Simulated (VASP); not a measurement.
Crystal: W.

```
W
1.0
    -1.60075    1.60075    1.60075
     1.60075   -1.60075    1.60075
     1.60075    1.60075   -1.60075
W
1
Direct
  0.00000 0.00000 0.00000
```

- Program: VASP 6.6.1
- Task: relaxation of cell and atoms
- Functional: PBEsol
- Potentials or basis: VASP PAW PBE potentials, release 64 (W_sv)
- Cutoff: 300 eV
- k mesh: 18 × 18 × 18
- Occupations: gaussian, width 0.1 eV
- Spin: no spin polarisation

At the start: pressure -13.6 GPa; volume 16.41 Å³/atom.

How do energy, volume and symmetry change on relaxing?

Over 7 steps the energy falls by 31.8 meV/atom and the volume is 15.69 Å³/atom (-4.4 %); space group Im-3m (No. 229, to 0.05 Å).

The path:
| step | energy change (eV) | largest force (eV/Å) | pressure (GPa) | volume (Å³) |
| --- | --- | --- | --- | --- |
| 1 | 0.0000 | 0.0000 | -13.57 | 16.41 |
| 2 | 0.4522 | 0.0000 | 74.91 | 13.32 |
| 3 | -0.0316 | 0.0000 | -1.19 | 15.74 |
| 4 | -0.0318 | 0.0000 | -0.20 | 15.70 |
| 5 | -0.0318 | 0.0000 | 0.09 | 15.68 |
| 6 | -0.0318 | 0.0000 | -0.28 | 15.70 |
| 7 | -0.0318 | 0.0000 | 0.01 | 15.69 |

Final structure:
```
W
1.0
    -1.57692    1.57692    1.57692
     1.57692   -1.57692    1.57692
     1.57692    1.57692   -1.57692
W
1
Direct
  0.00000 0.00000 0.00000
```

Caveat: the PAW data sets were made with another functional, which shifts forces and pressure a little.
